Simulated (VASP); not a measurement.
A convergence study with VASP on SiO2 (rutile): one setting is varied, all else stays as given below, so the limit is that of these other settings. ε∞ is the independent-particle value.

```
O2Si
1.0
    4.18000     0.00000     0.00000
    0.00000     4.18000     0.00000
    0.00000     0.00000     2.67000
Si O
2 4
Direct
  0.00000   0.00000   0.00000
  0.50000   0.50000   0.50000
  0.30600   0.30600   0.00000
  0.80600   0.19400   0.50000
  0.19400   0.80600   0.50000
  0.69400   0.69400   0.00000
```

Level of theory: PBE GGA, VASP's PBE PAW potentials (set 64) (plane waves; VASP). The tightest run used: 700 eV cut-off, 5×5×7 Γ-centred mesh, Gaussian smearing of 0.050 eV, potentials Si O.

| setting | mean ε∞ | bands |
|---|---|---|
| NBANDS = 17 | 1.50 | 17 |
| NBANDS = 18 | 1.82 | 18 |
| NBANDS = 20 | 2.39 | 20 |
| NBANDS = 24 | 2.91 | 24 |

### Question
These are the cheaper rows. Estimate the results at NBANDS = 144, and how far the last row shown lies from them.

### Answer

```tsv
quantity	tightest run	last row shown is off by
mean ε∞	3.49	-0.58
```

Left out are rungs that failed or repeat a setting and relaxations that didn't move; long series are thinned to 24 rows.

The compound is SiO2 in the rutile structure, stishovite, a high-pressure form. The cell was not relaxed at this level, forces remain on its atoms.
